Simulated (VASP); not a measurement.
An input for Quantum ESPRESSO's pw.x (written as the equivalent of a VASP run, and not itself run):

```
&CONTROL
  calculation = 'vc-relax'
  pseudo_dir = './pseudo'
  outdir = './out'
  tprnfor = .true.
  tstress = .true.
  nstep = 30
  forc_conv_thr = 0.00039
/
&SYSTEM
  ibrav = 0
  nat = 2
  ntyp = 1
  ecutwfc = 58
  occupations = 'smearing'
  smearing = 'methfessel-paxton'
  degauss = 0.00735
  input_dft = 'rpbe'
/
&ELECTRONS
  conv_thr = 7.3e-09
  electron_maxstep = 100
/
&IONS
/
&CELL
  cell_dofree = 'shape'
/
ATOMIC_SPECIES
  Hf 178.490 Hf.upf
CELL_PARAMETERS angstrom
     1.5812432   -2.7387935    0.0000000
     1.5812432    2.7387935    0.0000000
     0.0000000    0.0000000    5.0038259
ATOMIC_POSITIONS crystal
  Hf   0.3333330  0.6666670  0.2500000
  Hf   0.6666670  0.3333330  0.7500000
K_POINTS automatic
  13 13 7 0 0 0
```

**Question.** Translate this input to VASP (INCAR, KPOINTS, POSCAR, choice of POTCAR).

**Answer.** This is not unique; one that fits is 
**POSCAR**
```
Hf
1.0
  1.5812431671  -2.7387934659   0.0000000000
  1.5812431671   2.7387934659   0.0000000000
  0.0000000000   0.0000000000   5.0038259179
Hf
2
Cartesian
  1.5812431671   0.9129329812   1.2509564795
  1.5812431671  -0.9129329812   3.7528694384
```

### INCAR
```
ALGO  =  Normal
EDIFF  =  1E-7
EDIFFG  =  -0.01
ENCUT  =  520
GGA  =  RP
IBRION  =  2
ISIF  =  4
ISMEAR  =  1
LASPH  =  .TRUE.
LCHARG  =  .FALSE.
LMAXMIX  =  6
LREAL  =  .FALSE.
LWAVE  =  .FALSE.
NELM  =  100
NSW  =  30
PREC  =  Accurate
SIGMA  =  0.1
SYSTEM  =  Hf
```

File KPOINTS:
```
Automatic mesh
0
Gamma
13 13 7
0 0 0
```

POTCAR, in this order: Hf_pv (PBE.64 set). Program: vasp_std.

Limits of the translation: the potentials are each code's own (VASP's PAW set, PseudoDojo norm-conserving files in pw.x), so ENCUT and ecutwfc are chosen apart and not converted; conv_thr bounds pw.x's estimated SCF error, while EDIFF bounds the energy change between steps; forc_conv_thr acts on force components and is met together with etot_conv_thr.

The compound is Hf in the hcp structure. This cell is one point of a volume scan, at 0.94 of the reference volume. Symmetry was kept, so distortions that lower it aren't found.
